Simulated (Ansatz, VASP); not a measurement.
# One calculation of ScB2, two programs

```
Sc B
1.0
     3.09969    0.00000    0.00000
    -1.54985    2.68441    0.00000
     0.00000    0.00000    3.45380
Sc B
1 2
Direct
  0.00000 0.00000 0.00000
  0.33333 0.66667 0.50000
  0.66667 0.33333 0.50000
```

Alike in both runs: functional LDA; k mesh 15 × 15 × 12; occupations gaussian, width 0.1 eV; no spin polarisation.

Ansatz relaxed the structure, and its values are those at the end. VASP's run is a single point on that final structure, the one shown.

|  | VASP | Ansatz |
| --- | --- | --- |
| version | VASP 6.6.1 | Ansatz 0.2.0 |
| potentials or method | VASP PAW LDA potentials, release 64 (Sc_sv, B) | scalar-relativistic, plane waves, PAW |
| plane-wave cutoff (eV) | 520 | 420 |
| valence electrons in the cell | 17 | 17 |

VASP gave:

* gap on the k mesh at the Fermi level (eV): none
* pressure (GPa): 0.8

Q: Which values does Ansatz return?

A: gap on the k mesh at the Fermi level (eV): none; pressure (GPa): 0.0.

A gap of «none» marks a metal or a gap that the smearing closes.
